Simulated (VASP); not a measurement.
A convergence study with VASP on Cu2O (cuprite): one setting is varied, all else stays as given below, so the limit is that of these other settings.

```
Cu2O
1.0
    4.27000     0.00000     0.00000
    0.00000     4.27000     0.00000
    0.00000     0.00000     4.27000
Cu O
4 2
Direct
  0.75000   0.25000   0.75000
  0.25000   0.75000   0.75000
  0.75000   0.75000   0.25000
  0.25000   0.25000   0.25000
  0.00000   0.00000   0.00000
  0.50000   0.50000   0.50000
```

Level of theory: LDA (Ceperley-Alder, Perdew-Zunger), VASP's LDA PAW potentials (set 64) (plane waves; VASP). The tightest run used: 700 eV cut-off, 14×14×14 Γ-centred mesh, Gaussian smearing of 0.050 eV, potentials Cu O.

### Question
The settings run are 1×1×1 mesh; 2×2×2 mesh; 3×3×3 mesh; 5×5×5 mesh; 6×6×6 mesh; 7×7×7 mesh; 8×8×8 mesh; 9×9×9 mesh; 10×10×10 mesh; 11×11×11 mesh; 12×12×12 mesh; 13×13×13 mesh; 14×14×14 mesh. From which on does the energy per atom stay within 0.002 eV/atom of the tightest run?

### Answer
From 5×5×5 mesh on: it is off by 0.0006 there and by no more than 0.002 in any finer run, while 3×3×3 mesh is off by 0.0058.
```csv
setting,E (eV/atom),pressure (GPa),irreducible k-points,difference judged (eV/atom)
1×1×1 mesh,-4.6603,9.55,1,0.7530
2×2×2 mesh,-5.3482,-6.27,4,0.0650
3×3×3 mesh,-5.4075,-7.98,4,0.0058
5×5×5 mesh,-5.4127,-8.29,10,0.0006
6×6×6 mesh,-5.4131,-8.31,20,0.0002
7×7×7 mesh,-5.4132,-8.33,20,0.0001
8×8×8 mesh,-5.4132,-8.30,35,0.0000
9×9×9 mesh,-5.4133,-8.33,35,0.0000
10×10×10 mesh,-5.4133,-8.29,56,0.0000
11×11×11 mesh,-5.4133,-8.30,56,0.0000
12×12×12 mesh,-5.4133,-8.33,84,0.0000
13×13×13 mesh,-5.4133,-8.30,84,0.0000
14×14×14 mesh,-5.4133,-8.30,120,0.0000
```

Left out are rungs that failed or repeat a setting and relaxations that didn't move; long series are thinned to 24 rows.

The compound is Cu2O in the cuprite structure. The cell was not relaxed at this level.
